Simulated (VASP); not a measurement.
Consider the following.

```
YN
1.0
    0.00000     2.48847     2.48847
    2.48847     0.00000     2.48847
    2.48847     2.48847     0.00000
Y N
1 1
Direct
  0.00000   0.00000   0.00000
  0.50000   0.50000   0.50000
```

Method: rev-vdW-DF2, VASP's PBE PAW potentials (set 64) (plane waves; VASP). Run with 520 eV cut-off, 9×9×9 Γ-centred mesh, Gaussian smearing of 0.050 eV, potentials Y_sv N.

Question: Predict the energy per atom (σ→0), pressure.

Answer: 
```yaml
energy per atom (σ→0): -7.590 eV/atom
pressure: -8.60 GPa
```

The absolute energy has meaning only against runs of the same code, potentials and settings.

The compound is YN in the rock salt structure. This cell is one point of a volume scan, at 1.06 of the reference volume.
